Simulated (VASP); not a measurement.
CdS (Hawleyite):

```
Cd S
1.0
     0.00000    2.91650    2.91650
     2.91650    0.00000    2.91650
     2.91650    2.91650    0.00000
Cd S
1 1
Direct
  0.00000 0.00000 0.00000
  0.25000 0.25000 0.25000
```

```yaml
Program: VASP 6.6.1
Task: relaxation of cell and atoms
Functional: LDA
Potentials_or_basis: VASP PAW LDA potentials, release 64 (Cd, S)
Cutoff: 600 eV
k_mesh: 8 × 8 × 8
Occupations: gaussian, width 0.02 eV
Spin: no spin polarisation
```

At the start: pressure -2.0 GPa; volume 24.81 Å³/atom.

Question: Where does the relaxation end?

Answer: Over 3 steps the energy falls by 5.1 meV/atom and the volume is 24.02 Å³/atom (-3.2 %); space group F-43m (No. 216, to 0.05 Å).

Step by step:
```tsv
step	energy change (eV)	largest force (eV/Å)	pressure (GPa)	volume (Å³)
1	0.0000	0.0000	-2.02	49.62
2	-0.0083	0.0000	0.91	47.41
3	-0.0102	0.0000	-0.02	48.04
```

Final structure:
```
Cd S
1.0
     0.00000    2.88539    2.88539
     2.88539    0.00000    2.88539
     2.88539    2.88539    0.00000
Cd S
1 1
Direct
  0.00000 0.00000 0.00000
  0.25000 0.25000 0.25000
```
